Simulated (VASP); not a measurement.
A convergence study with VASP on Cu$_{3}$Au (L1_2): one setting is varied, all else stays as given below, so the limit is that of these other settings.

```
AuCu3
1.0
    3.75000     0.00000     0.00000
    0.00000     3.75000     0.00000
    0.00000     0.00000     3.75000
Cu Au
3 1
Cartesian
  0.00000   1.87500   1.87500
  1.87500   0.00000   1.87500
  1.87500   1.87500   0.00000
  0.00000   0.00000   0.00000
```

The numbers are results of PBE GGA, VASP's PBE PAW potentials (set 64) (plane waves; VASP), not measurements. The tightest run used: 550 eV cut-off, 17×17×17 Γ-centred mesh, first-order Methfessel-Paxton smearing of 0.10 eV, potentials Cu Au.

Task: The settings run are 1×1×1 mesh; 2×2×2 mesh; 3×3×3 mesh; 4×4×4 mesh; 5×5×5 mesh; 6×6×6 mesh; 8×8×8 mesh; 9×9×9 mesh; 10×10×10 mesh; 11×11×11 mesh; 12×12×12 mesh; 13×13×13 mesh; 14×14×14 mesh; 15×15×15 mesh; 16×16×16 mesh; 17×17×17 mesh. From which on does the energy per atom stay within 0.01 eV/atom of the tightest run?

Result: From 6×6×6 mesh on: it is off by 0.0023 there and by no more than 0.01 in any finer run, while 5×5×5 mesh is off by 0.0328.
```json
[
 {"setting": "1×1×1 mesh", "E (eV/atom)": "-1.3071", "pressure (GPa)": "47.37", "irreducible k-points": "1", "difference judged (eV/atom)": "2.3361"},
 {"setting": "2×2×2 mesh", "E (eV/atom)": "-3.4841", "pressure (GPa)": "2.48", "irreducible k-points": "4", "difference judged (eV/atom)": "0.1591"},
 {"setting": "3×3×3 mesh", "E (eV/atom)": "-3.5088", "pressure (GPa)": "7.25", "irreducible k-points": "4", "difference judged (eV/atom)": "0.1345"},
 {"setting": "4×4×4 mesh", "E (eV/atom)": "-3.6345", "pressure (GPa)": "3.53", "irreducible k-points": "10", "difference judged (eV/atom)": "0.0087"},
 {"setting": "5×5×5 mesh", "E (eV/atom)": "-3.6105", "pressure (GPa)": "3.94", "irreducible k-points": "10", "difference judged (eV/atom)": "0.0328"},
 {"setting": "6×6×6 mesh", "E (eV/atom)": "-3.6410", "pressure (GPa)": "3.94", "irreducible k-points": "20", "difference judged (eV/atom)": "0.0023"},
 {"setting": "8×8×8 mesh", "E (eV/atom)": "-3.6404", "pressure (GPa)": "4.40", "irreducible k-points": "35", "difference judged (eV/atom)": "0.0028"},
 {"setting": "9×9×9 mesh", "E (eV/atom)": "-3.6465", "pressure (GPa)": "4.11", "irreducible k-points": "35", "difference judged (eV/atom)": "0.0033"},
 {"setting": "10×10×10 mesh", "E (eV/atom)": "-3.6411", "pressure (GPa)": "3.95", "irreducible k-points": "56", "difference judged (eV/atom)": "0.0022"},
 {"setting": "11×11×11 mesh", "E (eV/atom)": "-3.6435", "pressure (GPa)": "4.05", "irreducible k-points": "56", "difference judged (eV/atom)": "0.0002"},
 {"setting": "12×12×12 mesh", "E (eV/atom)": "-3.6433", "pressure (GPa)": "4.03", "irreducible k-points": "84", "difference judged (eV/atom)": "0.0000"},
 {"setting": "13×13×13 mesh", "E (eV/atom)": "-3.6430", "pressure (GPa)": "4.18", "irreducible k-points": "84", "difference judged (eV/atom)": "0.0003"},
 {"setting": "14×14×14 mesh", "E (eV/atom)": "-3.6432", "pressure (GPa)": "4.03", "irreducible k-points": "120", "difference judged (eV/atom)": "0.0001"},
 {"setting": "15×15×15 mesh", "E (eV/atom)": "-3.6432", "pressure (GPa)": "4.00", "irreducible k-points": "120", "difference judged (eV/atom)": "0.0000"},
 {"setting": "16×16×16 mesh", "E (eV/atom)": "-3.6429", "pressure (GPa)": "4.10", "irreducible k-points": "165", "difference judged (eV/atom)": "0.0004"},
 {"setting": "17×17×17 mesh", "E (eV/atom)": "-3.6433", "pressure (GPa)": "4.01", "irreducible k-points": "165", "difference judged (eV/atom)": "0.0000"}
]
```

Left out are rungs that failed or repeat a setting and relaxations that didn't move; long series are thinned to 24 rows.

The compound is Cu3Au in the L1_2 structure. The cell was not relaxed at this level.
